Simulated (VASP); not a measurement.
# ZnS (Sphalerite): what each functional gives, and what it costs, part 6 of 6

Which functional reproduces the measured band gap of ZnS (Sphalerite), and what does it cost? LASPH is on for some levels and off for others; the table marks which. The start is a cell from a database of measured crystal structures.

VASP 6.6.1, plane waves and PAW; the level of theory is named at each step.

Still holding for the runs below: The k-mesh is coarse for unscreened exact exchange, which converges slowly with it.

So far, least gap on mesh and path (eV): step 2 (bands, level LDA) 1.86; step 7 (bands, level SCAN) 2.60; step 9 (bands, level HSE06) 3.33; step 10 (bands, level HSE03) 3.11; step 11 (bands, level PBE0) 4.00.

**13. Bands with PBE-EpsX, ε∞ used 5.9**

This step: PBE-EpsX, exact-exchange share 1/5.9; plane waves and PAW (Zn, S) (VASP 6.6.1).

Here the share of exact exchange is set to the inverse of the computed dielectric constant, since screening weakens exchange. A prediction first. If the gap is linear in the share of exact exchange, PBE (2.10 eV at 0) and PBE0 (4.00 eV at 0.250) give a slope of 7.61 eV per unit share, so a share of 0.170 should give 3.39 eV.

File INCAR:

```
SYSTEM = ZnS
PREC = Accurate
ENCUT = 400
EDIFF = 1E-06
NELM = 100
ISMEAR = 0
SIGMA = 0.02
LREAL = .FALSE.
ALGO = Normal
LHFCALC = .TRUE.
AEXX = 0.17
GGA = PE
LASPH = .TRUE.
NBANDS = 15
PRECFOCK = Fast
HFRCUT = -1
LORBIT = 11
LWAVE = .FALSE.
LCHARG = .FALSE.
KPAR = 4
```

File POSCAR:

```
ZnS
1.0
    0.0000000000      2.7046500000      2.7046500000
    2.7046500000      0.0000000000      2.7046500000
    2.7046500000      2.7046500000      0.0000000000
Zn S
1 1
Direct
    0.0000000000      0.0000000000      0.0000000000
    0.2500000000      0.2500000000      0.2500000000
```

File KPOINTS:

```
Automatic mesh
0
Gamma
5 5 5
0 0 0
```

File KPOINTS_OPT:

```
Line mode
6
Line-mode
Reciprocal
  0.00000000   0.00000000   0.00000000 GAMMA
  0.50000000   0.00000000   0.50000000 X

  0.50000000   0.00000000   0.50000000 X
  0.50000000   0.25000000   0.75000000 W

  0.50000000   0.25000000   0.75000000 W
  0.37500000   0.37500000   0.75000000 K

  0.37500000   0.37500000   0.75000000 K
  0.00000000   0.00000000   0.00000000 GAMMA

  0.00000000   0.00000000   0.00000000 GAMMA
  0.50000000   0.50000000   0.50000000 L

  0.50000000   0.50000000   0.50000000 L
  0.62500000   0.25000000   0.62500000 U

  0.62500000   0.25000000   0.62500000 U
  0.50000000   0.25000000   0.75000000 W

  0.50000000   0.25000000   0.75000000 W
  0.50000000   0.50000000   0.50000000 L

  0.50000000   0.50000000   0.50000000 L
  0.37500000   0.37500000   0.75000000 K

  0.62500000   0.25000000   0.62500000 U
  0.50000000   0.00000000   0.50000000 X
```

The projector-augmented-wave data sets are Zn and S (PBE family, release 64).

On the command line:

```console
$ mpirun -np 4 vasp_std
```

Numbers of over 12 decimals in the logs are rounded to 6 here.

Output:

```text
[... set-up lines as in an earlier step ...]
 entering main loop
       N       E                     dE             d eps       ncg     rms          rms(c)
DAV:   1    -0.824226300450E+01   -0.82423E+01   -0.23652E-01   434   0.177E+01    0.118E+00
DAV:   2    -0.823195508586E+01    0.10308E-01   -0.85744E-02   356   0.666E+00    0.440E-01
DAV:   3    -0.823275847547E+01   -0.80339E-03   -0.79810E-03   377   0.131E+00    0.292E-01
DAV:   4    -0.823271481795E+01    0.43658E-04   -0.65880E-04   391   0.388E-01    0.174E-01
DAV:   5    -0.823269646157E+01    0.18356E-04   -0.61104E-05   415   0.815E-02    0.103E-01
DAV:   6    -0.823268902127E+01    0.74403E-05   -0.10026E-05   335   0.406E-02    0.602E-02
DAV:   7    -0.823268502003E+01    0.40012E-05   -0.98496E-07   234   0.107E-02    0.332E-02
DAV:   8    -0.823268309545E+01    0.19246E-05   -0.46960E-07   171   0.628E-03    0.173E-02
DAV:   9    -0.823268213016E+01    0.96529E-06   -0.17329E-07   171   0.455E-03
   1 F= -.82326821E+01 E0= -.82326821E+01  d E =-.648658E-21
 Start KPOINTS_OPT (optional k-point list driver)
k-point batch [1-10\60]
       N       E                     dE             ncg
DAV:   1     0.152066161881E+03   -0.39621E+04      300
DAV:   2    -0.803344593560E+03   -0.95541E+03      349
DAV:   3    -0.863927388297E+03   -0.60583E+02      370
DAV:   4    -0.864821060341E+03   -0.89367E+00      405
DAV:   5    -0.864830597902E+03   -0.95376E-02      426
DAV:   6    -0.864830760024E+03   -0.16212E-03      419
DAV:   7    -0.864830763592E+03   -0.35674E-05      398
DAV:   8    -0.864830763668E+03   -0.75995E-07      325
[...]
k-point batch [51-60\60]
       N       E                     dE             ncg
DAV:   1     0.110229430066E+03   -0.58172E+04      300
DAV:   2    -0.842558895117E+03   -0.95279E+03      328
DAV:   3    -0.902158559262E+03   -0.59600E+02      363
DAV:   4    -0.903065636266E+03   -0.90708E+00      398
DAV:   5    -0.903075253103E+03   -0.96168E-02      412
DAV:   6    -0.903075418424E+03   -0.16532E-03      398
DAV:   7    -0.903075421965E+03   -0.35410E-05      398
DAV:   8    -0.903075422040E+03   -0.75285E-07      283
```

Elapsed: 8.5 min, on 4 MPI ranks of Intel Xeon Platinum 8488C (Sapphire Rapids), shared host; peak memory 0.63 GiB; 29 min of CPU time.

Parts of OUTCAR (step 13):

```text
 POSITION                                       TOTAL-FORCE (eV/Angst)
 -----------------------------------------------------------------------------------
      0.00000      0.00000      0.00000        -0.000000      0.000000     -0.000000
      1.35232      1.35232      1.35232         0.000000     -0.000000      0.000000
 -----------------------------------------------------------------------------------
    total drift:                                0.000145      0.000082      0.000062

  FREE ENERGIE OF THE ION-ELECTRON SYSTEM (eV)
  ---------------------------------------------------
  free  energy   TOTEN  =        -8.2326821302 eV

  energy  without entropy=       -8.2326821302  energy(sigma->0) =       -8.23268213

[... 2 parts as in an earlier step ...]

[... 1 further part left out ...]
[key lines of the parts left out:]
E-fermi :   1.4686
```

The share of exact exchange rests on that dielectric constant; a constant that is too large makes it too small.

Electronic bands along the path, in eV, zero at the valence-band top; v1 is the highest filled band, c1 the lowest empty one:

```
          point     v4     v3     v2     v1    c1    c2     c3     c4
              Γ  -6.92   0.00   0.00   0.00  3.38  7.76   7.76   7.76
0.40 of the way  -6.90  -2.07  -0.93  -0.93  5.50  6.29   9.30   9.30
              X  -6.67  -4.89  -2.31  -2.31  4.54  5.36  12.53  13.64
0.40 of the way  -6.61  -4.86  -2.52  -2.50  5.14  5.92  11.57  12.02
              W  -6.50  -4.78  -2.91  -2.84  6.93  7.55   9.29   9.54
0.40 of the way  -6.52  -4.80  -3.14  -2.42  6.31  7.42   9.69  10.21
              K  -6.55  -4.84  -3.29  -1.89  5.35  7.35  10.81  11.30
0.40 of the way  -6.87  -3.90  -2.31  -0.76  6.17  8.08   8.27   9.09
              Γ  -6.92   0.00   0.00   0.00  3.38  7.76   7.76   7.76
0.40 of the way  -6.92  -2.26  -0.35  -0.35  4.68  7.90   8.30   8.30
              L  -6.70  -5.53  -0.90  -0.90  4.62  8.28   8.28  10.27
0.40 of the way  -6.65  -5.32  -1.86  -1.17  5.54  7.60   8.97  10.27
              U  -6.55  -4.84  -3.29  -1.89  5.35  7.35  10.81  11.30
0.40 of the way  -6.53  -4.82  -3.22  -2.16  5.83  7.38  10.16  10.67
              W  -6.50  -4.78  -2.91  -2.84  6.93  7.55   9.29   9.54
0.40 of the way  -6.59  -4.98  -2.80  -1.77  6.56  7.18   9.17  10.82
              L  -6.70  -5.53  -0.90  -0.90  4.62  8.28   8.28  10.27
0.40 of the way  -6.65  -5.32  -1.86  -1.17  5.54  7.60   8.97  10.27
              K  -6.55  -4.84  -3.29  -1.89  5.35  7.35  10.81  11.30
      jump to U  -6.55  -4.84  -3.29  -1.89  5.35  7.35  10.81  11.30
0.40 of the way  -6.60  -4.86  -2.85  -2.15  4.98  6.15  11.62  12.38
              X  -6.67  -4.89  -2.31  -2.31  4.54  5.36  12.53  13.64
```

Of the projections kept (Zn, S), the largest for each band there; the rest of the weight can lie on other orbitals:

```
point       v4       v3      v2      v1       c1       c2       c3       c4
    Γ  Zn 1.00   S 0.77  S 0.77  S 0.77  Zn 0.50  Zn 0.98  Zn 0.98  Zn 0.98
    X  Zn 0.97  Zn 0.62  S 0.74  S 0.74  Zn 0.78  Zn 0.82   S 0.77  Zn 0.59
    W  Zn 0.96  Zn 0.53  S 0.64  S 0.73   S 0.59  Zn 0.55  Zn 0.76  Zn 0.76
    K  Zn 0.97  Zn 0.53  S 0.66  S 0.73  Zn 0.79  Zn 0.51   S 0.62  Zn 0.64
    Γ  Zn 1.00   S 0.77  S 0.77  S 0.77  Zn 0.50  Zn 0.98  Zn 0.98  Zn 0.98
    L  Zn 0.98   S 0.56  S 0.75  S 0.75  Zn 0.71  Zn 0.91  Zn 0.91   S 0.78
```

The gap is 3.38 eV, direct at Γ. Against LDA that is +1.52 eV; this run took 17 times the core time, on fewer points of the path. The direct gap lies -0.47 eV from the measured 3.85 eV. The straight line predicted 3.39 eV, which is +0.01 eV off.

**14. Bands with r2SCAN-EpsX, ε∞ used 5.9**

This step: r2SCAN-EpsX, exact-exchange share 1/5.9; plane waves and PAW (Zn, S) (VASP 6.6.1).

Here the share of exact exchange is set to the inverse of the computed dielectric constant, since screening weakens exchange.

INCAR: that of step 13 with these lines changed.

```diff
@@ -11,3 +11,3 @@
 AEXX = 0.17
-GGA = PE
+METAGGA = R2SCAN
 LASPH = .TRUE.
```

POSCAR is that of step 13.

KPOINTS is that of step 13.

KPOINTS_OPT is that of step 13.

On the command line:

```console
$ mpirun -np 4 vasp_std
```

Output:

```text
[banner, memory and clock lines left out]
running    4 mpi-ranks, on    1 nodes
[...]
[... a notice as in an earlier step ...]

 LDA part: xc-table for (None), standard interpolation
 found WAVECAR, reading the header
 POSCAR, INCAR and KPOINTS ok, starting setup
[...]
HFRCUT set to (new)   10.569673
 reading WAVECAR
 the WAVECAR file was read successfully
 initial charge from wavefunction
 entering main loop
       N       E                     dE             d eps       ncg     rms          rms(c)
DAV:   1    -0.183464530199E+02   -0.18346E+02   -0.84375E-01   396   0.259E+01    0.233E+00
DAV:   2    -0.183167507824E+02    0.29702E-01   -0.23399E-01   363   0.112E+01    0.103E+00
DAV:   3    -0.183216042733E+02   -0.48535E-02   -0.23492E-02   377   0.252E+00    0.661E-01
DAV:   4    -0.183221373337E+02   -0.53306E-03   -0.23568E-03   356   0.664E-01    0.380E-01
[...]
DAV:  11    -0.183222741020E+02   -0.17113E-05   -0.16992E-07   171   0.446E-03    0.812E-03
DAV:  12    -0.183222751251E+02   -0.10231E-05   -0.57366E-08   171   0.277E-03    0.458E-03
DAV:  13    -0.183222757079E+02   -0.58281E-06   -0.39385E-08   171   0.219E-03
   1 F= -.18322276E+02 E0= -.18322276E+02  d E =-.331534E-26
 Start KPOINTS_OPT (optional k-point list driver)
k-point batch [1-10\60]
       N       E                     dE             ncg
DAV:   1     0.112288158216E+03   -0.40019E+04      300
DAV:   2    -0.861999050753E+03   -0.97429E+03      349
DAV:   3    -0.923477523573E+03   -0.61478E+02      363
DAV:   4    -0.924352355988E+03   -0.87483E+00      405
DAV:   5    -0.924361380951E+03   -0.90250E-02      426
DAV:   6    -0.924361530490E+03   -0.14954E-03      419
DAV:   7    -0.924361533741E+03   -0.32506E-05      398
DAV:   8    -0.924361533811E+03   -0.70308E-07      318
[...]
k-point batch [51-60\60]
       N       E                     dE             ncg
DAV:   1     0.682155501779E+02   -0.58592E+04      300
DAV:   2    -0.901460284871E+03   -0.96968E+03      328
DAV:   3    -0.962122826181E+03   -0.60663E+02      363
DAV:   4    -0.963015817774E+03   -0.89299E+00      398
DAV:   5    -0.963024966841E+03   -0.91491E-02      412
DAV:   6    -0.963025118265E+03   -0.15142E-03      398
DAV:   7    -0.963025121355E+03   -0.30901E-05      391
DAV:   8    -0.963025121419E+03   -0.63453E-07      269
```

It took 10 min on 4 MPI ranks; peak memory 0.68 GiB; 33 min of CPU time.

From OUTCAR (step 14):

```text
 POSITION                                       TOTAL-FORCE (eV/Angst)
 -----------------------------------------------------------------------------------
      0.00000      0.00000      0.00000        -0.000000      0.000000     -0.000000
      1.35232      1.35232      1.35232         0.000000     -0.000000      0.000000
 -----------------------------------------------------------------------------------
    total drift:                                0.000091      0.000048      0.000052

  FREE ENERGIE OF THE ION-ELECTRON SYSTEM (eV)
  ---------------------------------------------------
  free  energy   TOTEN  =       -18.3222757079 eV

  energy  without entropy=      -18.3222757079  energy(sigma->0) =      -18.32227571

[... 2 parts as in an earlier step ...]

[... 1 further part left out ...]
[key lines of the parts left out:]
E-fermi :   1.2770
```

The electronic bands at the labelled points (eV, zero at the valence-band top; v1 is the highest filled band, c1 the lowest empty one):

```
          point     v4     v3     v2     v1    c1    c2     c3     c4
              Γ  -7.04   0.00   0.00   0.00  3.80  8.16   8.16   8.16
0.40 of the way  -7.02  -2.06  -0.94  -0.94  5.89  6.63   9.74   9.74
              X  -6.79  -4.93  -2.35  -2.35  4.78  5.67  13.12  14.28
0.40 of the way  -6.73  -4.90  -2.56  -2.54  5.39  6.25  12.08  12.54
              W  -6.62  -4.81  -2.97  -2.88  7.18  7.98   9.74   9.89
0.40 of the way  -6.64  -4.83  -3.19  -2.45  6.59  7.79  10.12  10.62
              K  -6.67  -4.87  -3.34  -1.92  5.63  7.71  11.25  11.77
0.40 of the way  -6.99  -3.92  -2.34  -0.77  6.59  8.40   8.64   9.50
              Γ  -7.04   0.00   0.00   0.00  3.80  8.16   8.16   8.16
0.40 of the way  -7.04  -2.25  -0.35  -0.35  5.09  8.28   8.70   8.70
              L  -6.82  -5.60  -0.91  -0.91  5.00  8.63   8.63  10.65
0.40 of the way  -6.78  -5.38  -1.88  -1.18  5.92  7.91   9.35  10.70
              U  -6.67  -4.87  -3.34  -1.92  5.63  7.71  11.25  11.77
0.40 of the way  -6.65  -4.85  -3.27  -2.19  6.11  7.74  10.59  11.10
              W  -6.62  -4.81  -2.97  -2.88  7.18  7.98   9.74   9.89
0.40 of the way  -6.71  -5.03  -2.83  -1.80  6.93  7.49   9.59  11.21
              L  -6.82  -5.60  -0.91  -0.91  5.00  8.63   8.63  10.65
0.40 of the way  -6.78  -5.38  -1.88  -1.18  5.92  7.91   9.35  10.70
              K  -6.67  -4.87  -3.34  -1.92  5.63  7.71  11.25  11.77
      jump to U  -6.67  -4.87  -3.34  -1.92  5.63  7.71  11.25  11.77
0.40 of the way  -6.72  -4.90  -2.89  -2.19  5.23  6.47  12.13  12.90
              X  -6.79  -4.93  -2.35  -2.35  4.78  5.67  13.12  14.28
```

Of the projections kept (Zn, S), the largest for each band there; the rest of the weight can lie on other orbitals:

```
point       v4       v3      v2      v1       c1       c2       c3       c4
    Γ  Zn 1.00   S 0.77  S 0.77  S 0.77  Zn 0.50  Zn 0.98  Zn 0.98  Zn 0.98
    X  Zn 0.97  Zn 0.61  S 0.74  S 0.74  Zn 0.79  Zn 0.84   S 0.77  Zn 0.59
    W  Zn 0.96  Zn 0.52  S 0.64  S 0.73   S 0.58  Zn 0.57  Zn 0.76  Zn 0.76
    K  Zn 0.97  Zn 0.52  S 0.66  S 0.73  Zn 0.80  Zn 0.53   S 0.60  Zn 0.64
    Γ  Zn 1.00   S 0.77  S 0.77  S 0.77  Zn 0.50  Zn 0.98  Zn 0.98  Zn 0.98
    L  Zn 0.98   S 0.57  S 0.75  S 0.75  Zn 0.71  Zn 0.92  Zn 0.92   S 0.78
```

The gap is 3.80 eV, direct at Γ. Against LDA that is +1.94 eV; this run took 19 times the core time, on fewer points of the path. The direct gap lies -0.05 eV from the measured 3.85 eV.

**15. The ladder as a table**

This step: ladder of functionals on one cell; plane waves and PAW (VASP 6.6.1).

This step runs nothing: it gathers the runs above.

A gap of 0 means none; cost is the wall time of each run, as given at its step, times its ranks, without the set-up around it; LASPH differs between rows, which moves results and costs too. Results by level, by row:

```
      level  gap (eV)  least direct gap (eV)  pressure (GPa)  cost (core minutes)  LASPH
        LDA     1.864                  1.864           -4.57                 2.07    off
        PBE     2.096                  2.096            1.42                  1.8    off
     r2SCAN     2.657                  2.657           -1.07                 6.73     on
     TB-mBJ     3.689                  3.689               -                 5.47     on
       AM05     2.083                  2.083           -1.56                 2.07    off
       SCAN       2.6                    2.6           -1.88                 6.54     on
      HSE06     3.334                  3.334               -                 34.2     on
      HSE03     3.109                  3.109               -                 34.9     on
       PBE0     3.998                  3.998               -                 34.6     on
   PBE-EpsX      3.38                   3.38               -                 34.1     on
r2SCAN-EpsX       3.8                    3.8               -                 39.9     on
```

**16. What came out**

```json
{"gap, LDA": "1.86 eV", "gap, PBE": "2.10 eV", "gap, r2SCAN": "2.66 eV", "gap, TB-mBJ": "3.69 eV", "gap, AM05": "2.08 eV", "gap, SCAN": "2.60 eV", "gap, HSE06": "3.33 eV", "gap, HSE03": "3.11 eV", "gap, PBE0": "4.00 eV", "gap, PBE-EpsX": "3.38 eV", "gap, r2SCAN-EpsX": "3.80 eV"}
```

For ZnS (Sphalerite) the functional decides between a gap of 1.86 eV (LDA) and 4.00 eV (PBE0), while across these levels the cost spans a factor of 22. The cheapest level whose direct gap lies within 0.27 eV of experiment (a bound picked here) is TB-mBJ, at 5.5 core minutes. In most such crystals zero-point and thermal motion narrow the gap, so the static value to match lies above the measured one, and levels a little over it fare better than the table shows. HSE06 moves the gap by +1.24 eV from PBE, at about 19 times the core time, though on fewer points of the path. On r2SCAN the gap grows with the share of exact exchange: 2.66 eV at none, 3.80 eV at 0.17. PBE0 and HSE06 hold the same share of exact exchange; keeping its long-range part moves the gap by +0.66 eV, a figure that converges slowly with the mesh. TB-mBJ lands +0.35 eV from HSE06 at 16 % of its cost. All levels use one geometry and one mesh, kept coarse to afford the hybrids, so no gap here is fully converged. Costs come from a shared host, and the hybrids use PRECFOCK = Fast. These are single-particle gaps of a static lattice, without excitons or temperature. LASPH is on for some levels and off for others, so differences between them are not the functional's alone.

Calculation against experiment:

```
                  quantity  measured              LDA              PBE           r2SCAN           TB-mBJ            HSE06             PBE0      r2SCAN-EpsX
band gap (direct gap) (eV)      3.85  1.86 (-1.99 eV)  2.10 (-1.75 eV)  2.66 (-1.19 eV)  3.69 (-0.16 eV)  3.33 (-0.52 eV)  4.00 (+0.15 eV)  3.80 (-0.05 eV)
```

Measured values from arxiv:0911.5022 (2009).

**Verdict.** For the band gap, of the levels listed nearest comes r2SCAN-EpsX (-0.05 eV, good agreement) and farthest LDA (-1.99 eV, a clear miss). Zero-point and thermal motion shift the measured gap. No cell relaxation is part of this session.

[Lines on the potential files, build, host, timing and source positions are cut from VASP's logs without a mark.]

[Logs are printed without paths, hosts, clocks, repeated set-up lines and the standing remarks that a program may print on its own settings, such as how far it seeks lower states.]

[Hosts, paths, dates, database ids (printed as entryN), source tags and the programs' standing remarks are cut or masked in the printed files.]

[A measured line is paired with the nearest computed mode of its activity, which favours agreement.]
